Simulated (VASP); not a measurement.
Given:

```
TlBr
1.0
    4.04573     0.00000     0.00000
    0.00000     4.04573     0.00000
    0.00000     0.00000     4.04573
Tl Br
1 1
Direct
  0.00000   0.00000   0.00000
  0.50000   0.50000   0.50000
```

Method: PBE GGA, VASP's PBE PAW potentials (set 64) (plane waves; VASP). Settings: 400 eV cut-off, Gaussian smearing of 0.050 eV, potentials Tl_d Br.

Unless said otherwise, spin-orbit coupling is left out, though it shifts the bands of the heavy elements here.

### Question
Predict the band gap (along the path) with the smallest direct gap where there is one.

### Answer

The band gap (along the path) is 1.99 eV and the smallest direct gap (along the path) is 1.99 eV.

The absolute energy has meaning only against runs of the same code, potentials and settings.

The compound is TlBr in the CsCl type structure. It was relaxed first.
